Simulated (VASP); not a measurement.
All values below come from rev-vdW-DF2, VASP's PBE PAW potentials (set 64) (plane waves; VASP 6.6.1).

A VASP calculation is set up with these files.

File KPOINTS:
```
Automatic mesh
0
Gamma
12 12 12
0 0 0
```

**INCAR**
```
! general
SYSTEM    =  AlN
PREC      =  Accurate
ENCUT     =  520
LREAL     =  .FALSE.   ! projection in real space or not
LASPH     =  .TRUE.   ! aspherical one-centre terms

! electronic loop
EDIFF     =  1E-7
NELM      =  100
ALGO      =  Normal

! smearing
ISMEAR    =  -5   ! tetrahedra, Bloechl

! functional
GGA       =  MK
LUSE_VDW  =  .TRUE.
AGGAC     =  0.0
PARAM1    =  0.1234568
PARAM2    =  0.7114
ZAB_VDW   =  -1.8867

! ions
ISIF      =  2   ! forces and stress, cell fixed

! output
LWAVE     =  .FALSE.
LCHARG    =  .TRUE.
LORBIT    =  11
NEDOS     =  601
```

POSCAR:
```
AlN
1
    0.0000000000     2.1948402552     2.1948402552
    2.1948402552    -0.0000000000     2.1948402552
    2.1948402552     2.1948402552     0.0000000000
Al N
1 1
Direct
  0.0000000000   0.0000000000   0.0000000000
  0.2500000000   0.2500000000   0.2500000000
```

POTCAR, in this order: Al N (PBE.64 set). Program: vasp_std.

Output

OSZICAR:
```
       N       E                     dE             d eps       ncg     rms          rms(c)
DAV:   1     0.128291410476E+02    0.12829E+02   -0.41937E+03  1216   0.839E+02
DAV:   2    -0.147228152930E+02   -0.27552E+02   -0.27165E+02  1544   0.145E+02
DAV:   3    -0.152708592037E+02   -0.54804E+00   -0.54804E+00  1328   0.258E+01
DAV:   4    -0.152726655922E+02   -0.18064E-02   -0.18064E-02  1704   0.138E+00
DAV:   5    -0.152726717202E+02   -0.61281E-05   -0.61281E-05  1336   0.575E-02    0.863E+00
DAV:   6    -0.128555193604E+02    0.24172E+01   -0.14221E+01  1272   0.241E+01    0.286E+00
DAV:   7    -0.128425638560E+02    0.12956E-01   -0.10102E-01  1208   0.341E+00    0.195E+00
DAV:   8    -0.128324133049E+02    0.10151E-01   -0.22452E-02  1320   0.202E+00    0.399E-01
DAV:   9    -0.128321015213E+02    0.31178E-03   -0.72487E-04  1648   0.228E-01    0.198E-01
DAV:  10    -0.128321899939E+02   -0.88473E-04   -0.18748E-04  1192   0.123E-01    0.249E-02
DAV:  11    -0.128321891240E+02    0.86990E-06   -0.19845E-06  1536   0.138E-02    0.950E-03
DAV:  12    -0.128321893660E+02   -0.24203E-06   -0.49890E-07  1208   0.700E-03    0.130E-03
DAV:  13    -0.128321893345E+02    0.31495E-07   -0.12554E-08   760   0.130E-03
   1 F= -.12832189E+02 E0= -.12832189E+02  d E =0.000000E+00
```

**OUTCAR**
```
------------------------ aborting loop because EDIFF is reached ----------------------------------------
  FORCE on cell =-STRESS in cart. coord.  units (eV):
  Direction    XX          YY          ZZ          XY          YZ          ZX
  --------------------------------------------------------------------------------------
  Total        0.0000246      0.0000246      0.0000246     -0.0000000      0.0000000     -0.0000000
  in kB        0.0018651      0.0018651      0.0018651     -0.0000000      0.0000000     -0.0000000
  external PRESSURE =       0.0018651 kB  Pullay stress =       0.0000000 kB
  volume of cell :       21.15
      direct lattice vectors                 reciprocal lattice vectors
     0.000000000  2.194840255  2.194840255    -0.227807012  0.227807012  0.227807012
     2.194840255  0.000000000  2.194840255     0.227807012 -0.227807012  0.227807012
     2.194840255  2.194840255  0.000000000     0.227807012  0.227807012 -0.227807012
  FREE ENERGIE OF THE ION-ELECTRON SYSTEM (eV)
  ---------------------------------------------------
  free  energy   TOTEN  =       -12.8321893345 eV

  energy  without entropy=      -12.8321893345  energy(sigma->0) =      -12.83218933

 total charge

# of ion       s       p       d       tot
------------------------------------------
    1        0.364   0.437   0.000   0.802
    2        1.218   2.634   0.000   3.852
--------------------------------------------------
tot          1.583   3.071   0.000   4.654
```
(Selected blocks of OUTCAR.)

The compound is AlN in the zinc blende structure, a metastable form; wurtzite is the usual one. It was relaxed first.
